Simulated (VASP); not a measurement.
Consider the following.

```
BaS
1.0
    0.00000     3.27698     3.19883
    3.25149     0.00000     3.19883
    3.25149     3.27698     0.00000
Ba S
1 1
Direct
  0.00000   0.00000   0.00000
  0.48649   0.51351   0.51351
```

Level of theory: PBE GGA, VASP's PBE PAW potentials (set 64) (plane waves; VASP). Numerical set-up: 375 eV cut-off, 6×6×6 Γ-centred mesh, Gaussian smearing of 0.050 eV, potentials Ba_sv S.

Question: Estimate the energy per atom (σ→0).

Answer: 
The energy per atom (σ→0) is -5.091 eV/atom.

Total energies compare only between runs with the same potentials, cut-off and functional.

The compound is BaS in the rock salt structure. The cell was not relaxed at this level, atoms are displaced from their ideal sites. The run is one of a series of settings (ENCUT = 375 against the base run), some of them coarse on purpose.
